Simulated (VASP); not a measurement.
```
CELL_PARAMETERS angstrom
      0.00000     2.02204     2.02204
      2.02204     0.00000     2.02204
      2.02204     2.02204     0.00000
ATOMIC_POSITIONS crystal
  Au 0.00000 0.00000 0.00000
```

The numbers are results of PBEsol GGA, VASP's PBE PAW potentials (set 64) (plane waves; VASP), not measurements. Run with 500 eV cut-off, 15×15×15 Γ-centred mesh, first-order Methfessel-Paxton smearing of 0.10 eV, potentials Au.

Energy and stress use the plane-wave basis of the starting cell.

Q: The ions, cell shape and volume at an external pressure of 10.0 GPa are relaxed. Which structure does the run end with?

A: 
```
CELL_PARAMETERS angstrom
      0.00000     2.00659     2.00659
      2.00659     0.00000     2.00659
      2.00659     2.00659     0.00000
ATOMIC_POSITIONS crystal
  Au 0.00000 0.00000 0.00000
```
Space group Fm-3m (225), at a tolerance of 0.03 Å.

Q: How do energy and volume change from the first to the last step?

A: The energy (σ→0) changes by +17.2 meV/atom and the volume by -2.3 %, in 3 ionic steps.

The compound is Au in the fcc structure. This run relaxes it under an external pressure of 10 GPa. Symmetry was kept, so distortions that lower it aren't found.
